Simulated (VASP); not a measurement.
Here is the system:

```
SnGe
1.0
    4.27300     0.00000     0.00000
   -2.13650     3.70053     0.00000
    0.00000     0.00000     7.00411
Sn Ge
2 2
Direct
  0.66667   0.33333   0.00036
  0.33333   0.66667   0.50036
  0.66667   0.33333   0.62484
  0.33333   0.66667   0.12484
```

The numbers are results of LDA (Ceperley-Alder, Perdew-Zunger), VASP's LDA PAW potentials (set 64) (plane waves; VASP), not measurements. Settings: 400 eV cut-off, 9×9×5 Γ-centred mesh, tetrahedra with Blöchl corrections, potentials Sn_d Ge_d.

The cores are frozen, which limits the accuracy of field gradients.

### Question
Give the principal components of the electric field gradient (V/Å²) and the asymmetry η at each nucleus.

### Answer

```json
[
 {"atom": "Sn1", "Vxx": "-3.0", "Vyy": "-3.0", "Vzz": "6.0", "η": "0.00"},
 {"atom": "Sn2", "Vxx": "-3.0", "Vyy": "-3.0", "Vzz": "6.0", "η": "0.00"},
 {"atom": "Ge3", "Vxx": "-2.0", "Vyy": "-2.0", "Vzz": "3.9", "η": "0.00"},
 {"atom": "Ge4", "Vxx": "-2.0", "Vyy": "-2.0", "Vzz": "3.9", "η": "0.00"}
]
```

The structure was generated: SnGe was put into the wurtzite type (P6_3mc), which need not be its known phase. It was relaxed first, which changed the volume by -12 %.
